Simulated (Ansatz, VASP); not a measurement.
# As: VASP beside Ansatz

One calculation is typed for both programs; each brings its own data sets. How far apart do they land? The cell is taken from a series of runs on this material, whose earlier steps may have relaxed, scaled, displaced or heated it; both programs get it as it stands.

Calculated with Ansatz 0.2.0; plane waves, with VASP 6.6.1 beside it; G0W0 gap at PBEsol.

## (1) The structure

The cell holds 2 atoms: 2 As. Its edges and angles: a = 3.544 Å, b = 3.544 Å, c = 26.000 Å, α = 90.0°, β = 90.0°, γ = 120.0°. Vacuum lies along c.

As a file:

```cif
data_structure
_symmetry_space_group_name_H-M 'P 1'
_symmetry_Int_Tables_number 1
_cell_length_a 3.5443
_cell_length_b 3.5443
_cell_length_c 26.0000
_cell_angle_alpha 90.000
_cell_angle_beta 90.000
_cell_angle_gamma 120.000
_cell_volume 282.86
loop_
_atom_site_label
_atom_site_type_symbol
_atom_site_fract_x
_atom_site_fract_y
_atom_site_fract_z
_atom_site_occupancy
As1 As 0.33333 0.66667 0.47329 1
As2 As 0.66667 0.33333 0.52671 1
```

## (2) VASP: G0W0 gap, PBEsol

Quasiparticle shifts depend on high empty states and on the cores, so they are the hardest test of two PAW sets.

Lines of VASP's logs that name or quote its potential files are left out, and so is its time.

The run reads the wave functions of an earlier VASP run, which isn't shown here.

File INCAR:

```
SYSTEM = As
PREC = Accurate
ENCUT = 300
ISMEAR = 0
SIGMA = 0.01
LREAL = .FALSE.
GGA = PS
NBANDS = 560
ALGO = EVGW0
NELMGW = 1
ENCUTGW = 90
NOMEGA = 64
PRECFOCK = Fast
NBANDSGW = 16
LWAVE = .FALSE.
LCHARG = .FALSE.
```

File POSCAR:

```
As
1.0
    3.5443329079      0.0000000000      0.0000000000
   -1.7721664539      3.0694823377      0.0000000000
    0.0000000000      0.0000000000     26.0000000000
As
2
Direct
    0.3333333333      0.6666666667      0.4732851741
    0.6666666667      0.3333333333      0.5267148259
```

File KPOINTS:

```
Automatic mesh
0
Gamma
6 6 1
0 0 0
```

PAW data sets: As_GW (PBE family, release 64).

Command:

```
$ mpirun -np 8 vasp_std
```

Numbers of over 12 decimals in the logs are rounded to 6 here.

What it wrote:

```text
[banner, memory and clock lines left out]
running    8 mpi-ranks, on    1 nodes
 distrk:  each k-point on    8 cores,    1 groups
 distr:  one band on    1 cores,    8 groups

 POSCAR found type information on POSCAR As
 POSCAR found :  1 types and       2 ions
|                                                                             |
|           W    W    AA    RRRRR   N    N  II  N    N   GGGG   !!!           |
|           W    W   A  A   R    R  NN   N  II  NN   N  G    G  !!!           |
|           W    W  A    A  R    R  N N  N  II  N N  N  G       !!!           |
|           W WW W  AAAAAA  RRRRR   N  N N  II  N  N N  G  GGG   !            |
|           WW  WW  A    A  R   R   N   NN  II  N   NN  G    G                |
|           W    W  A    A  R    R  N    N  II  N    N   GGGG   !!!           |
|                                                                             |
|     For optimal performance we recommend to set                             |
|       NCORE = 2 up to number-of-cores-per-socket                            |
|     NCORE specifies how many cores store one orbital (NPAR=cpu/NCORE).      |
|     This setting can greatly improve the performance of VASP for DFT.       |
|     The default, NCORE=1 might be grossly inefficient on modern             |
|     multi-core architectures or massively parallel machines. Do your        |
|     Unfortunately you need to use the default for GW and RPA                |
|     calculations (for HF NCORE is supported but not extensively tested      |
|     yet).                                                                   |
|                                                                             |

|                                                                             |
|               ----> ADVICE to this user running VASP <----                  |
|                                                                             |
|     You enforced a specific xc type in the INCAR file but a different       |
|     [... a line on the potential file left out ...]
|     I HOPE YOU KNOW WHAT YOU ARE DOING!                                     |
|                                                                             |

|                                                                             |
|           W    W    AA    RRRRR   N    N  II  N    N   GGGG   !!!           |
|           W    W   A  A   R    R  NN   N  II  NN   N  G    G  !!!           |
|           W    W  A    A  R    R  N N  N  II  N N  N  G       !!!           |
|           W WW W  AAAAAA  RRRRR   N  N N  II  N  N N  G  GGG   !            |
|           WW  WW  A    A  R   R   N   NN  II  N   NN  G    G                |
|           W    W  A    A  R    R  N    N  II  N    N   GGGG   !!!           |
|                                                                             |
|     The default for ENCUTGWSOFT is different in this version of VASP.       |
|     please manually set ENCUTGWSOFT =90 in the INCAR file.                  |
|                                                                             |

 LDA part: xc-table for (Slater+PW92), standard interpolation
 found WAVECAR, reading the header
 POSCAR, INCAR and KPOINTS ok, starting setup
 FFT: planning ... GRIDC
 FFT: planning ... GRID_SOFT
 FFT: planning ... GRID
 reading WAVECAR
 the WAVECAR file was read successfully
 initial charge from wavefunction
 available memory per node:     73.28 GB, setting MAXMEM to     75039

 The Fermi energy was updated, please check that it is located mid-gap
 values below the HOMO (VB) or above the LUMO (CB) will cause erroneous energies
 E-fermi :  -3.0856

 calculate exact exchange contribution
 the WAVEDER file was read successfully
energies w=
    0.000    0.000    0.361    0.000    0.721    0.000    1.080    0.000
    1.437    0.000    1.790    0.000    2.140    0.000    2.486    0.000
    2.827    0.000    3.164    0.000    3.497    0.000    3.824    0.000
    4.148    0.000    4.467    0.000    4.782    0.000    5.093    0.000
    5.401    0.000    5.706    0.000    6.009    0.000    6.310    0.000
    6.610    0.000    6.910    0.000    7.209    0.000    7.510    0.000
    7.811    0.000    8.115    0.000    8.422    0.000    8.733    0.000
    9.049    0.000    9.371    0.000    9.700    0.000   10.037    0.000
   10.383    0.000   10.741    0.000   11.110    0.000   11.495    0.000
   11.895    0.000   12.314    0.000   12.754    0.000   13.218    0.000
   13.710    0.000   14.233    0.000   14.792    0.000   15.393    0.000
   16.042    0.000   16.747    0.000   17.516    0.000   18.363    0.000
   19.299    0.000   20.344    0.000   21.517    0.000   22.849    0.000
   24.373    0.000   26.138    0.000   28.208    0.000   30.669    0.000
   33.646    0.000   37.319    0.000   41.963    0.000   48.018    0.000
   56.231    0.000   67.991    0.000   86.188    0.000  118.028    0.000
 responsefunction array rank=     560
 LDA part: xc-table for (Slater+PW92), standard interpolation

 min. memory requirement per mpi rank    575.2 MB, per node   4601.4 MB

 allocating   8 responsefunctions rank=   560
 shmem allocating  64 responsefunctions rank=   560
 response function shared by NCSHMEM nodes    1
 Doing            8  frequencies on each core in blocks of           64
NQ=   1    0.0000    0.0000    0.0000,
|.........|.........|.........|.........|.........|.........|.........|.........
 performed        325000 updates of chi_q(r,r)
 total number of BLAS operations        789.95 Gflops
NQ=   2    0.1667    0.0000    0.0000,
|.........|.........|.........|.........|.........|.........|.........|.........
 performed       1062000 updates of chi_q(r,r)
 total number of BLAS operations       2542.16 Gflops
NQ=   3    0.3333    0.0000    0.0000,
|.........|.........|.........|.........|.........|.........|.........|.........
 performed       1799000 updates of chi_q(r,r)
 total number of BLAS operations       4281.53 Gflops
NQ=   4    0.5000    0.0000    0.0000,
|.........|.........|.........|.........|.........|.........|.........|.........
 performed       2303000 updates of chi_q(r,r)
 total number of BLAS operations       5538.04 Gflops
NQ=   5    0.1667    0.1667    0.0000,
|.........|.........|.........|.........|.........|.........|.........|.........
 performed       3040000 updates of chi_q(r,r)
 total number of BLAS operations       7316.07 Gflops
NQ=   6    0.3333    0.1667    0.0000,
|.........|.........|.........|.........|.........|.........|.........|.........
 performed       3884000 updates of chi_q(r,r)
 total number of BLAS operations       9353.35 Gflops
NQ=   7    0.3333    0.3333    0.0000,
|.........|.........|.........|.........|.........|.........|.........|.........
 performed       4298000 updates of chi_q(r,r)
 total number of BLAS operations      10353.61 Gflops
 resolving degeneracies of screened two electron integrals

 calculate QP shifts <psi_nk| G(iteration)W_0 |psi_nk>: iteration 1
 entering main loop
```

OUTCAR, selected parts (step 2):

```text
ion  position               nearest neighbor table
   1  0.333  0.667  0.473-   2 2.47   2 2.47   2 2.47
   2  0.667  0.333  0.527-   1 2.47   1 2.47   1 2.47

  LATTYP: Found a hexagonal cell.
 ALAT       =     3.5443329079
 C/A-ratio  =     7.3356540358

 Subroutine GETGRP returns: Found 12 space group operations
 (whereof 12 operations were pure point group operations)

The static configuration has the point symmetry D_3d.

 Found      7 irreducible k-points:

   k-points           NKPTS =      7   k-points in BZ     NKDIM =     36   number of bands    NBANDS=    560

   dimension x,y,z NGX =    20 NGY =   20 NGZ =  150
   dimension x,y,z NGXF=    40 NGYF=   40 NGZF=  300

   ENCUT  =  300.0 eV  22.05 Ry    4.70 a.u.   5.01  5.01 36.72*2*pi/ulx,y,z

   NELECT =      10.0000    total number of electrons

  energy-cutoff  :      300.00
  volume of cell :      282.86
      direct lattice vectors                 reciprocal lattice vectors
     3.544332908  0.000000000  0.000000000     0.282140540  0.162893917  0.000000000
    -1.772166454  3.069482338  0.000000000     0.000000000  0.325787833  0.000000000
     0.000000000  0.000000000 26.000000000     0.000000000  0.000000000  0.038461538

 k-points in reciprocal lattice and weights: Automatic mesh
   0.00000000  0.00000000  0.00000000       0.028
   0.16666667  0.00000000  0.00000000       0.167
   0.33333333  0.00000000  0.00000000       0.167
   0.50000000  0.00000000  0.00000000       0.083
   0.16666667  0.16666667  0.00000000       0.167
   0.33333333  0.16666667  0.00000000       0.333
   0.33333333  0.33333333  0.00000000       0.056

 E-fermi :  -3.0856

 QP shifts <psi_nk| G(iteration)W_0 |psi_nk>: iteration 1
 for sc-GW calculations column KS-energies equals QP-energies in previous step
 and V_xc(KS)=  KS-energies - (<T + V_ion + V_H > + <T+V_H+V_ion>^1  + <V_x>^1)
 k-point   1 :       0.0000    0.0000    0.0000
  band No.  KS-energies  QP-energies   sigma(KS)   V_xc(KS)     V^pw_x(r,r')   Z            occupation Imag(sigma)
    ...
      2     -11.1506     -11.5196     -11.5353     -11.0333     -15.7827       0.7351       2.0000       0.7709
      3      -4.5688      -5.3663     -10.4967      -9.4126     -11.5456       0.7356       2.0000       0.0445
      4      -3.8244      -4.3980     -12.5596     -11.8082     -13.0522       0.7634       2.0000       0.0336
      5      -3.8244      -4.3980     -12.5596     -11.8082     -13.0522       0.7634       2.0000       0.0336
      6      -1.7692      -0.9181      -9.3491     -10.4623      -6.2116       0.7646       0.0000      -0.0410
      7      -0.2766       0.4743     -10.0560     -11.0904      -6.5017       0.7259       0.0000      -0.0610
      8      -0.2766       0.4743     -10.0560     -11.0904      -6.5017       0.7259       0.0000      -0.0610
      9       1.0097       0.8838      -2.6598      -2.5117      -0.8673       0.8500       0.0000      -0.0374
    ...

 k-point   2 :       0.1667    0.0000    0.0000
  band No.  KS-energies  QP-energies   sigma(KS)   V_xc(KS)     V^pw_x(r,r')   Z            occupation Imag(sigma)
    ...
      2     -11.1010     -11.4548     -11.8077     -11.3212     -15.9474       0.7271       2.0000       0.6936
      3      -6.2017      -6.8313     -11.8466     -10.9928     -13.1062       0.7375       2.0000       0.0669
      4      -4.5411      -5.1412     -12.3887     -11.5984     -13.0942       0.7593       2.0000       0.0376
      5      -4.3938      -5.1618     -10.8047      -9.7679     -11.7605       0.7408       2.0000       0.0396
      6      -1.5926      -0.8718      -9.3329     -10.2928      -6.2355       0.7509       0.0000      -0.0424
      7       0.3795       1.0430      -8.5185      -9.4048      -5.1208       0.7485       0.0000      -0.0768
      8       0.3927       1.1549     -10.1707     -11.2306      -6.3795       0.7191       0.0000      -0.0830
      9       1.4979       1.4427      -3.2151      -3.1491      -1.2190       0.8365       0.0000      -0.0473
    ...

 k-point   3 :       0.3333    0.0000    0.0000
  band No.  KS-energies  QP-energies   sigma(KS)   V_xc(KS)     V^pw_x(r,r')   Z            occupation Imag(sigma)
    ...
      2     -11.8158     -12.1170     -12.3340     -11.8907     -16.5955       0.6797       2.0000       0.6079
      3      -7.7316      -8.3983     -11.2875     -10.3332     -13.4953       0.6987       2.0000       0.1564
      4      -5.4738      -6.1139     -12.2974     -11.4408     -13.3845       0.7472       2.0000       0.0466
      5      -4.6839      -5.3534     -11.5666     -10.6623     -12.5458       0.7404       2.0000       0.0430
      6      -2.3468      -1.7592      -8.6904      -9.4618      -5.8665       0.7617       0.0000      -0.0375
      7      -0.0684       0.4981      -8.4513      -9.2120      -4.8545       0.7448       0.0000      -0.0705
      8       0.7813       1.5181      -9.9051     -10.9384      -5.9558       0.7131       0.0000      -0.1056
      9       2.5603       2.4829      -2.8174      -2.7246      -0.7739       0.8342       0.0000      -0.0638
    ...

 k-point   4 :       0.5000    0.0000    0.0000
  band No.  KS-energies  QP-energies   sigma(KS)   V_xc(KS)     V^pw_x(r,r')   Z            occupation Imag(sigma)
    ...
      2     -13.1265     -13.4508     -12.2035     -11.7271     -17.0037       0.6808       2.0000       0.7568
      3      -7.4411      -8.0583     -11.4769     -10.5984     -13.5927       0.7025       2.0000       0.1475
      4      -5.8288      -6.4817     -12.2755     -11.3979     -13.5157       0.7440       2.0000       0.0516
      5      -5.5722      -6.2522     -11.3162     -10.3769     -12.5858       0.7239       2.0000       0.0588
      6      -1.9728      -1.3488      -9.0596      -9.8834      -5.9416       0.7574       0.0000      -0.0428
      7      -0.8102      -0.2894      -8.3662      -9.0642      -5.1936       0.7462       0.0000      -0.0559
      8       0.7454       1.4692      -9.7405     -10.7510      -5.8131       0.7163       0.0000      -0.1030
      9       2.3155       2.5913      -6.4268      -6.7841      -2.9155       0.7722       0.0000      -0.1175
    ...

[... 3 further parts left out ...]
```

[end of part 1 of 2]

[Lines on the potential files, build, host, timing and source positions are cut from VASP's logs without a mark.]

[Logs are printed without paths, hosts, clocks, repeated set-up lines and the standing remarks that a program may print on its own settings, such as how far it seeks lower states.]

[Hosts, paths, dates, database ids (printed as entryN), source tags and the programs' standing remarks are cut or masked in the printed files.]
